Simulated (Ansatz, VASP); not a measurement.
## InGa7P8: VASP beside Ansatz

Wanted: the spread between two codes on one cell, functional and k mesh. The cell is taken from a series of runs on this material, whose earlier steps may have relaxed, scaled, displaced or heated it; both programs get it as it stands.

Method: plane waves, with VASP 6.6.1 beside it; relaxation of cell and atoms at r2SCAN, in Ansatz 0.2.0.

## 1. Set-up

The structure is cubic, space group F-43m (No. 216). Conventional cell: a = 11.005 Å, b = 11.005 Å, c = 11.005 Å, α = 90.00°, β = 90.00°, γ = 90.00°. Nearest to In lie 4 P at 2.38 Å. Nearest to Ga lie 4 P at 2.38 Å. Nearest to P lie 4 Ga at 2.38 Å. Nearest to P lie 3 Ga at 2.38 Å and 1 In at 2.38 Å. Farther neighbours are not listed.

## 2. VASP: relaxation of cell and atoms, r2SCAN

The relaxed volume is the usual yardstick between codes: in a stiff, nearly cubic crystal its relative difference is about their pressure difference at one cell divided by the bulk modulus.

Lines of VASP's logs that name or quote its potential files are left out, and so is its time.

INCAR reads:

```
SYSTEM = InGa7P8
PREC = Accurate
ENCUT = 550
EDIFF = 1E-07
NELM = 120
ISMEAR = -1
SIGMA = 0.02
LREAL = .FALSE.
ALGO = Normal
METAGGA = R2SCAN
LASPH = .TRUE.
NBANDS = 89
LORBIT = 11
LWAVE = .FALSE.
LCHARG = .FALSE.
ISIF = 3
IBRION = 2
NSW = 80
EDIFFG = -0.005
GGA_COMPAT = .FALSE.
NELMIN = 4
EFERMI = MIDGAP
LMIXTAU = .TRUE.
KPAR = 4
```

POSCAR reads:

```
InGa7P8
1.0
    0.0000000000      5.5023750000      5.5023750000
    5.5023750000      0.0000000000      5.5023750000
    5.5023750000      5.5023750000      0.0000000000
In Ga P
1 7 8
Direct
    0.0000000000      0.0000000000      0.0000000000
    0.0000000000      0.0000000000      0.5000000000
    0.0000000000      0.5000000000      0.0000000000
    0.0000000000      0.5000000000      0.5000000000
    0.5000000000      0.0000000000      0.0000000000
    0.5000000000      0.0000000000      0.5000000000
    0.5000000000      0.5000000000      0.0000000000
    0.5000000000      0.5000000000      0.5000000000
    0.3750000000      0.3750000000      0.3750000000
    0.3750000000      0.3750000000      0.8750000000
    0.3750000000      0.8750000000      0.3750000000
    0.3750000000      0.8750000000      0.8750000000
    0.8750000000      0.3750000000      0.3750000000
    0.8750000000      0.3750000000      0.8750000000
    0.8750000000      0.8750000000      0.3750000000
    0.8750000000      0.8750000000      0.8750000000
```

KPOINTS reads:

```
Automatic mesh
0
Gamma
4 4 4
0 0 0
```

The projector-augmented-wave data sets are In_d, Ga_d and P (PBE family, release 64).

Run with:

```
> mpirun -np 4 vasp_std
```

Numbers of over 12 decimals in the logs are rounded to 6 here.

The program printed:

```text
[banner, memory and clock lines left out]
running    4 mpi-ranks, on    1 nodes
 distrk:  each k-point on    1 cores,    4 groups
 distr:  one band on    1 cores,    1 groups

 POSCAR found type information on POSCAR InGaP
 POSCAR found :  3 types and      16 ions
|                                                                             |
|               ----> ADVICE to this user running VASP <----                  |
|                                                                             |
|     You enforced a specific xc type in the INCAR file but a different       |
|     [... a line on the potential file left out ...]
|     I HOPE YOU KNOW WHAT YOU ARE DOING!                                     |
|                                                                             |

 LDA part: xc-table for (None), standard interpolation
 POSCAR, INCAR and KPOINTS ok, starting setup
 FFT: planning ... GRIDC
 FFT: planning ... GRID_SOFT
 FFT: planning ... GRID
 WAVECAR not read
 entering main loop
       N       E                     dE             d eps       ncg     rms          rms(c)
DAV:   1     0.153764168271E+04    0.15376E+04   -0.65019E+04  1576   0.249E+03
DAV:   2     0.179540431225E+03   -0.13581E+04   -0.12978E+04  1448   0.741E+02
DAV:   3    -0.167875891699E+03   -0.34742E+03   -0.32684E+03  1728   0.246E+02
DAV:   4    -0.199131449405E+03   -0.31256E+02   -0.30601E+02  1694   0.724E+01
DAV:   5    -0.201455872200E+03   -0.23244E+01   -0.23141E+01  2200   0.194E+01    0.158E+01
DAV:   6    -0.188840373079E+03    0.12615E+02   -0.76204E+00  2054   0.249E+01    0.944E+00
DAV:   7    -0.177826612012E+03    0.11014E+02   -0.28488E+00  1567   0.777E+00    0.456E+00
DAV:   8    -0.181961459911E+03   -0.41348E+01   -0.39079E+00  1549   0.722E+00    0.166E+00
DAV:   9    -0.181829463278E+03    0.13200E+00   -0.35247E-01  1776   0.343E+00    0.144E+00
DAV:  10    -0.181656204822E+03    0.17326E+00   -0.10352E-01  1711   0.180E+00    0.673E-01
DAV:  11    -0.181895971068E+03   -0.23977E+00   -0.26138E-01  1671   0.235E+00    0.171E-01
DAV:  12    -0.181896254527E+03   -0.28346E-03   -0.27467E-02  1943   0.868E-01    0.265E-01
DAV:  13    -0.181892823149E+03    0.34314E-02   -0.18749E-02  1575   0.580E-01    0.282E-01
DAV:  14    -0.181892413663E+03    0.40949E-03   -0.21178E-03  1646   0.442E-01    0.199E-01
[...]
DAV:  26    -0.181902593059E+03    0.75779E-06   -0.21152E-07  1135   0.611E-03    0.661E-03
DAV:  27    -0.181902593640E+03   -0.58055E-06   -0.78146E-08   904   0.319E-03    0.618E-03
DAV:  28    -0.181902595356E+03   -0.17160E-05   -0.34371E-07  1150   0.363E-03    0.490E-03
DAV:  29    -0.181902596064E+03   -0.70851E-06   -0.16234E-07  1008   0.730E-03    0.339E-03
DAV:  30    -0.181902595726E+03    0.33760E-06   -0.65209E-08   918   0.495E-03    0.174E-03
DAV:  31    -0.181902596008E+03   -0.28178E-06   -0.13482E-07   950   0.255E-03    0.108E-03
DAV:  32    -0.181902596129E+03   -0.12032E-06   -0.28767E-08   869   0.107E-03    0.810E-04
DAV:  33    -0.181902596076E+03    0.52038E-07   -0.13402E-08   869   0.870E-04
   1 F= -.18190260E+03 E0= -.18190260E+03  d E =-.181903E+03
[...]
3 F= -.18223875E+03 E0= -.18223875E+03  d E =-.336150E+00
[...]
4 F= -.18224952E+03 E0= -.18224952E+03  d E =-.107788E-01
[...]
5 F= -.18225213E+03 E0= -.18225213E+03  d E =-.133803E-01
[...]
6 F= -.18225212E+03 E0= -.18225212E+03  d E =-.133737E-01
[...]
7 F= -.18225253E+03 E0= -.18225253E+03  d E =-.414913E-03
 trial-energy change:   -0.000415  1 .order   -0.000411   -0.000605   -0.000217
 step:   1.4273(harm=  1.4746)  dis= 0.00325  next Energy=  -182.252590 (dE=-0.471E-03)
 bond charge predicted
       N       E                     dE             d eps       ncg     rms          rms(c)
DAV:   1    -0.182252491347E+03    0.42863E-04   -0.27375E-02  1791   0.531E-01    0.410E-02
DAV:   2    -0.182252580078E+03   -0.88731E-04   -0.69200E-04  1933   0.115E-01    0.856E-03
DAV:   3    -0.182252594342E+03   -0.14263E-04   -0.43213E-05  1870   0.313E-02    0.680E-03
DAV:   4    -0.182252592841E+03    0.15005E-05   -0.60779E-06  1884   0.291E-02    0.380E-03
DAV:   5    -0.182252594226E+03   -0.13847E-05   -0.64338E-06  1624   0.132E-02    0.216E-03
DAV:   6    -0.182252595248E+03   -0.10221E-05   -0.26662E-06  1564   0.996E-03    0.163E-03
DAV:   7    -0.182252595548E+03   -0.30013E-06   -0.10601E-06  1344   0.540E-03    0.164E-03
DAV:   8    -0.182252595688E+03   -0.13961E-06   -0.73664E-08  1029   0.190E-03    0.138E-03
DAV:   9    -0.182252595760E+03   -0.72214E-07   -0.25180E-08   879   0.299E-03
   8 F= -.18225260E+03 E0= -.18225260E+03  d E =-.476442E-03
 curvature:  -0.74 expect dE=-0.470E-05 dE for cont linesearch -0.116E-05
 trial: gam=-0.04320 g(F)=  0.455E-05 g(S)=  0.177E-05 ort = 0.319E-04 (trialstep = 0.104E+01)
 search vector abs. value=  0.478E-05
 reached required accuracy - stopping structural energy minimisation
```

Parts of OUTCAR (step 2):

```text
ion  position               nearest neighbor table
   1  0.000  0.000  0.000-  12 2.38  14 2.38  15 2.38  16 2.38
   2  0.000  0.000  0.500-  11 2.38  13 2.38  15 2.38  16 2.38
   3  0.000  0.500  0.000-  10 2.38  16 2.38  14 2.38  13 2.38
   4  0.000  0.500  0.500-   9 2.38  15 2.38  14 2.38  13 2.38
   5  0.500  0.000  0.000-  10 2.38  16 2.38  12 2.38  11 2.38
   6  0.500  0.000  0.500-   9 2.38  15 2.38  12 2.38  11 2.38
   7  0.500  0.500  0.000-  12 2.38  14 2.38   9 2.38  10 2.38
   8  0.500  0.500  0.500-  11 2.38  13 2.38   9 2.38  10 2.38
   9  0.375  0.375  0.375-   4 2.38   6 2.38   7 2.38   8 2.38
  10  0.375  0.375  0.875-   3 2.38   5 2.38   7 2.38   8 2.38
  11  0.375  0.875  0.375-   2 2.38   8 2.38   6 2.38   5 2.38
  12  0.375  0.875  0.875-   1 2.38   7 2.38   6 2.38   5 2.38
  13  0.875  0.375  0.375-   2 2.38   8 2.38   4 2.38   3 2.38
  14  0.875  0.375  0.875-   1 2.38   7 2.38   4 2.38   3 2.38
  15  0.875  0.875  0.375-   4 2.38   6 2.38   1 2.38   2 2.38
  16  0.875  0.875  0.875-   3 2.38   5 2.38   1 2.38   2 2.38

  LATTYP: Found a face centered cubic cell.
 ALAT       =    11.0047500000

 Subroutine GETGRP returns: Found 24 space group operations
 (whereof 24 operations were pure point group operations)

The static configuration has the point symmetry T_d .

 Found      8 irreducible k-points:

   k-points           NKPTS =      8   k-points in BZ     NKDIM =      8   number of bands    NBANDS=     89

   dimension x,y,z NGX =    60 NGY =   60 NGZ =   60
   dimension x,y,z NGXF=   120 NGYF=  120 NGZF=  120

   ENCUT  =  550.0 eV  40.42 Ry    6.36 a.u.  14.88 14.88 14.88*2*pi/ulx,y,z

   NELECT =     144.0000    total number of electrons

 k-points in reciprocal lattice and weights: Automatic mesh
   0.00000000  0.00000000  0.00000000       0.016
   0.25000000  0.00000000  0.00000000       0.125
   0.50000000  0.00000000  0.00000000       0.062
   0.25000000  0.25000000  0.00000000       0.094
   0.50000000  0.25000000  0.00000000       0.375
  -0.25000000  0.25000000  0.00000000       0.188
   0.50000000  0.50000000  0.00000000       0.047
  -0.25000000  0.50000000  0.25000000       0.094

 average (electrostatic) potential at core
       1-101.5546       2 -70.1438       3 -70.1438       4 -70.1438       5 -70.1438
       6 -70.1438       7 -70.1438       8 -70.1829       9 -86.4770      10 -86.4770
      11 -86.4770      12 -86.2652      13 -86.4770      14 -86.2652      15 -86.2652
      16 -86.2652

 E-fermi :   5.4492

 k-point     1 :       0.0000    0.0000    0.0000
  band No.  band energies     occupation
    ...
     68       3.5373      2.00000
     69       3.5373      2.00000
     70       4.5524      2.00000
     71       4.5524      2.00000
     72       4.5524      2.00000
     73       6.3460      0.00000
     74       6.3460      0.00000
     75       6.3460      0.00000
     76       6.4113      0.00000
     77       6.4627      0.00000
    ...

 k-point     2 :       0.2500    0.0000    0.0000
  band No.  band energies     occupation
    ...
     68       3.0740      2.00000
     69       3.5386      2.00000
     70       3.5386      2.00000
     71       4.3336      2.00000
     72       4.3336      2.00000
     73       6.5319      0.00000
     74       6.7105      0.00000
     75       6.7128      0.00000
     76       6.7128      0.00000
     77       7.1919      0.00000
    ...

 k-point     3 :       0.5000    0.0000    0.0000
  band No.  band energies     occupation
    ...
     68       2.5712      2.00000
     69       3.7665      2.00000
     70       3.7665      2.00000
     71       3.9918      2.00000
     72       3.9918      2.00000
     73       6.8226      0.00000
     74       6.9436      0.00000
     75       7.1548      0.00000
     76       7.1794      0.00000
     77       7.1794      0.00000
    ...

  Total        0.0140055      0.0140055      0.0140055     -0.0000000      0.0000000     -0.0000000
  in kB        0.0671115      0.0671115      0.0671115     -0.0000000      0.0000000     -0.0000000
  external PRESSURE =       0.0671115 kB  Pullay stress =       0.0000000 kB

  energy-cutoff  :      550.00
  volume of cell :      334.36
      direct lattice vectors                 reciprocal lattice vectors
     0.000000000  5.508843795  5.508843795    -0.090763147  0.090763147  0.090763147
     5.508843795 -0.000000000  5.508843795     0.090763147 -0.090763147  0.090763147
     5.508843795  5.508843795 -0.000000000     0.090763147  0.090763147 -0.090763147

 POSITION                                       TOTAL-FORCE (eV/Angst)
 -----------------------------------------------------------------------------------
      0.00000      0.00000      0.00000        -0.000000     -0.000000     -0.000000
      8.26327      8.26327     11.01663        -0.000000     -0.000000      0.002378
      8.26327     11.01663      8.26327        -0.000000      0.002378     -0.000000
      5.50990      8.26327      8.26327        -0.002378     -0.000000      0.000000
     11.01663      8.26327      8.26327         0.002378     -0.000000     -0.000000
      8.26327      5.50990      8.26327        -0.000000     -0.002378      0.000000
      8.26327      8.26327      5.50990        -0.000000     -0.000000     -0.002378
      5.50884      5.50884      5.50884        -0.000000     -0.000000     -0.000000
      4.13128      4.13128      4.13128         0.001668      0.001668      0.001668
      6.88641      6.88641      4.13128        -0.001668     -0.001668      0.001668
      6.88641      4.13128      6.88641        -0.001668      0.001668     -0.001668
      9.58352      6.94301      6.94301        -0.001499      0.001499      0.001499
      4.13128      6.88641      6.88641         0.001668     -0.001668     -0.001668
      6.94301      9.58352      6.94301         0.001499     -0.001499      0.001499
      6.94301      6.94301      9.58352         0.001499      0.001499     -0.001499
      9.58352      9.58352      9.58352        -0.001499     -0.001499     -0.001499
 -----------------------------------------------------------------------------------
    total drift:                                0.000013      0.000013      0.000011

  FREE ENERGIE OF THE ION-ELECTRON SYSTEM (eV)
  ---------------------------------------------------
  free  energy   TOTEN  =      -182.2525957601 eV

  energy  without entropy=     -182.2525957601  energy(sigma->0) =     -182.25259576

 reached required accuracy - stopping structural energy minimisation

 total charge
# of ion       s       p       d       tot
------------------------------------------
    1        0.831   0.904   9.909  11.643
    2        0.829   0.830  10.017  11.675
    3        0.829   0.830  10.017  11.675
    4        0.829   0.830  10.017  11.675
    5        0.829   0.830  10.017  11.675
    6        0.829   0.830  10.017  11.675
    7        0.829   0.830  10.017  11.675
    8        0.828   0.812  10.011  11.651
    9        1.010   1.520   0.000   2.530
   10        1.010   1.520   0.000   2.530
   11        1.010   1.520   0.000   2.530
   12        1.010   1.551   0.000   2.561
   13        1.010   1.520   0.000   2.530
   14        1.010   1.551   0.000   2.561
   15        1.010   1.551   0.000   2.561
   16        1.010   1.551   0.000   2.561
--------------------------------------------------
tot         14.713  18.978  80.019 113.710

[... 3 further parts left out ...]
```

CONTCAR:

```
InGa7P8
   1.00000000000000
     0.0000000000000000    5.5088437946774267    5.5088437946774267
     5.5088437946774267   -0.0000000000000000    5.5088437946774267
     5.5088437946774267    5.5088437946774267   -0.0000000000000000
  In              Ga              P
     1     7     8
Direct
     0.0000000000000000    0.0000000000000000    0.0000000000000000
     0.9999040036353541    0.9999040036353541    0.5000959963646459
     0.9999040036353541    0.5000959963646459    0.9999040036353541
     0.9999040036353541    0.5000959963646459    0.5000959963646459
     0.5000959963646459    0.9999040036353541    0.9999040036353541
     0.5000959963646459    0.9999040036353541    0.5000959963646459
     0.5000959963646459    0.5000959963646459    0.9999040036353541
     0.5000000000000000    0.5000000000000000    0.5000000000000000
     0.3749676545381740    0.3749676545381740    0.3749676545381740
     0.3749676545381740    0.3749676545381740    0.8750970363854780
     0.3749676545381740    0.8750970363854780    0.3749676545381740
     0.3905081442511026    0.8698306185829658    0.8698306185829658
     0.8750970363854780    0.3749676545381740    0.3749676545381740
     0.8698306185829658    0.3905081442511026    0.8698306185829658
     0.8698306185829658    0.8698306185829658    0.3905081442511026
     0.8698306185829658    0.8698306185829658    0.8698306185829658
```

[end of part 1 of 2]

[Lines on the potential files, build, host, timing and source positions are cut from VASP's logs without a mark.]

[Logs are printed without paths, hosts, clocks, repeated set-up lines and the standing remarks that a program may print on its own settings, such as how far it seeks lower states.]

[Hosts, paths, dates, database ids (printed as entryN), source tags and the programs' standing remarks are cut or masked in the printed files.]
